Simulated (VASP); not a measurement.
Given:

```xyz
4
Lattice="3.5291 0.0000 0.0000 0.0000 3.5291 0.0000 0.0000 0.0000 3.5291" Properties=species:S:1:pos:R:3 pbc="T T T"
Al     0.0000     0.0000     0.0000
Ni     0.0000     1.7645     1.7645
Ni     1.7645     0.0000     1.7645
Ni     1.7645     1.7645     0.0000
```
Starting moments (μB, in the order of the record's atoms Al Ni Ni Ni): 0.0 0.2 0.2 0.2.

Level of theory: vdW-DF-cx, VASP's PBE PAW potentials (set 64) (plane waves; VASP). Run with 520 eV cut-off, Gaussian smearing of 0.050 eV, potentials Al Ni.

Task: Predict the cell moment, band gap (along the path) with the smallest direct gap where there is one.

Result: 
```json
{
 "band gap (along the path)": "none (metal, semimetal or under 0.01 eV)",
 "cell_moment": "0.00 μB"
}
```

Only differences to runs with the same potentials and settings are physical.

The compound is Ni3Al in the L1_2 structure. It was relaxed first.
